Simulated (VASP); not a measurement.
An input for Ansatz (written as the equivalent of a VASP run, and not itself run):

Ansatz 0.2 input:
```yaml
crystal:
  lattice:
    - [3.5966970, 0.0000000, 0.0000000]
    - [0.0000000, 3.5966970, 0.0000000]
    - [0.0000000, 0.0000000, 3.5966970]
  atoms:
    - { symbol: Si, position: [-0.0004000, 0.0122380, -0.0082190] }
    - { symbol: Ni, position: [0.0060970, 0.4985000, 0.5063370] }
    - { symbol: Ni, position: [0.4897710, -0.0022410, 0.5098840] }
    - { symbol: Ni, position: [0.5045320, 0.4915030, -0.0080020] }
kpoints:
  mp_grid: { grid: [7, 7, 7] }
hamiltonian:
  xc: pbe
  pseudopotentials: { kind: paw }
scf:
  occupations: { method: gaussian, width: 0.272 }
  max_iter: 100
output: { forces: true, stress: true, eigenvalues: true }
```

Task: Translate this input to VASP (INCAR, KPOINTS, POSCAR, choice of POTCAR).

Result: Several could match; the one computed here: 
INCAR:
```
! general
SYSTEM  = Ni3Si
PREC    = Accurate
ENCUT   = 300
LREAL   = F
LASPH   = T   ! aspherical one-centre terms

! electronic loop
EDIFF   = 1E-6   ! SCF stop (eV)
NELM    = 100   ! most electronic steps
ALGO    = Normal   ! blocked Davidson
LMAXMIX = 4   ! l cut-off of mixed one-centre charges

! smearing
ISMEAR  = 0   ! Gaussian
SIGMA   = 0.272   ! width (eV)

! functional
GGA     = PE

! ions
ISIF    = 2   ! forces and stress, cell fixed

! output
LWAVE   = F
LCHARG  = F
```

**KPOINTS**
```
Regular mesh
0
Gamma
  7 7 7
```

POSCAR:
```
Ni3Si
7.1933940
  0.5000000000   0.0000000000   0.0000000000
  0.0000000000   0.5000000000   0.0000000000
  0.0000000000   0.0000000000   0.5000000000
Si Ni
1 3
Cartesian
 -0.0002000000   0.0061190000  -0.0041095000
  0.0030485000   0.2492500000   0.2531685000
  0.2448855000  -0.0011205000   0.2549420000
  0.2522660000   0.2457515000  -0.0040010000
```

POTCAR, in this order: Si Ni (PBE.64 set). Program: vasp_std.

What does not carry over: each code has its own PAW files, so the cut-off isn't converted (ENCUT is set for VASP's; basis.ecutwfc is left out, and Ansatz then takes the one that its files recommend); Ansatz stops its SCF on the density residual and VASP on the energy change (EDIFF).

The structure is a typed Ni3Si crystal (Pm-3m). The cell was not relaxed at this level, atoms are displaced from their ideal sites.
